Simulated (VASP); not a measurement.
Given:

```yaml
crystal:
  lattice:
    - [3.81129, 0.00000, 0.00000]
    - [0.00000, 3.81129, 0.00000]
    - [0.00000, 0.00000, 4.73012]
  atoms:
    - { symbol: Sn, position: [0.50000, 0.00000, 0.24387] }
    - { symbol: Sn, position: [0.00000, 0.50000, 0.75613] }
    - { symbol: O, position: [0.00000, 0.00000, 0.00000] }
    - { symbol: O, position: [0.50000, 0.50000, 0.00000] }
```

Method: PBEsol GGA, VASP's PBE PAW potentials (set 64) (plane waves; VASP). Numerical set-up: 520 eV cut-off, 7×7×5 Γ-centred mesh, tetrahedra with Blöchl corrections, potentials Sn_d O.

Without a dispersion term in the relaxation, distances and binding between the weakly bound layers, chains or molecules are unreliable, and so is what depends on them.

Question: What does the run give for the energy per atom (σ→0)?

Answer: 
```
Quantity                        Value
---------------------  --------------
energy per atom (σ→0)  -6.054 eV/atom
```

The absolute energy has meaning only against runs of the same code, potentials and settings.

The structure comes from a measured SnO entry (P4/nmm) of the Crystallography Open Database, whose conditions weren't checked. It was relaxed first, which changed the volume by -5 %.
